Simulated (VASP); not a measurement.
OSZICAR of a VASP run on ZnO (wurtzite):

File OSZICAR:
```
       N       E                     dE             d eps       ncg     rms          rms(c)
DAV:   1     0.277749109847E+03    0.27775E+03   -0.19030E+04  1056   0.240E+03
DAV:   2     0.117009882604E+02   -0.26605E+03   -0.25774E+03  1122   0.452E+02
DAV:   3    -0.145124976824E+02   -0.26213E+02   -0.26014E+02  1254   0.153E+02
DAV:   4    -0.150075230860E+02   -0.49503E+00   -0.49443E+00  1176   0.223E+01
DAV:   5    -0.150113155638E+02   -0.37925E-02   -0.37921E-02  1272   0.182E+00    0.163E+01
DAV:   6    -0.427102791048E+02   -0.27699E+02   -0.14549E+02  1080   0.133E+02    0.150E+01
DAV:   7    -0.401849669109E+02    0.25253E+01   -0.28373E+00  1396   0.376E+01    0.110E+01
DAV:   8    -0.388940049639E+02    0.12910E+01   -0.25781E+01  1602   0.753E+01    0.735E+00
DAV:   9    -0.386641439364E+02    0.22986E+00   -0.30045E+00  1250   0.204E+01    0.546E+00
DAV:  10    -0.382430924338E+02    0.42105E+00   -0.15877E+00  1404   0.125E+01    0.116E+00
DAV:  11    -0.382448526805E+02   -0.17602E-02   -0.18616E-01  1260   0.613E+00    0.406E-01
DAV:  12    -0.383440610391E+02   -0.99208E-01   -0.78632E-02  1056   0.314E+00    0.135E-01
DAV:  13    -0.383464209298E+02   -0.23599E-02   -0.78428E-03  1644   0.250E+00    0.180E-01
DAV:  14    -0.383470328698E+02   -0.61194E-03   -0.63526E-03  1614   0.168E+00    0.169E-01
DAV:  15    -0.383471181633E+02   -0.85294E-04   -0.13538E-03  1080   0.372E-01    0.107E-01
DAV:  16    -0.383469767329E+02    0.14143E-03   -0.43287E-04  1554   0.225E-01    0.337E-02
DAV:  17    -0.383469454100E+02    0.31323E-04   -0.11861E-04  1248   0.103E-01    0.658E-03
DAV:  18    -0.383469572195E+02   -0.11810E-04   -0.18725E-05  1080   0.531E-02    0.294E-03
DAV:  19    -0.383469753240E+02   -0.18104E-04   -0.90642E-07   864   0.128E-02    0.180E-03
DAV:  20    -0.383469713438E+02    0.39801E-05   -0.55302E-07   690   0.141E-02    0.109E-03
DAV:  21    -0.383469735354E+02   -0.21915E-05   -0.37569E-07   534   0.803E-03    0.102E-03
DAV:  22    -0.383469726099E+02    0.92549E-06   -0.88027E-08   528   0.433E-03
   1 F= -.38346973E+02 E0= -.38346973E+02  d E =-.383470E+02
```

Question: Which electronic solver shows in the log?

Answer: It is blocked Davidson (ALGO = Normal, or the opening steps of other solvers). The INCAR had ALGO = Normal.

Question: Can the final energy be trusted as converged?

Answer: Self-consistency was reached. It stopped with EDIFF = 1E-6, NELM = 100, NSW = 60 and EDIFFG = -0.02 after 1 ionic step (TPSS meta-GGA, plane waves, VASP's PBE PAW potentials (set 64)).

The compound is ZnO in the wurtzite structure. It was relaxed first. The start is the result of an earlier pass.
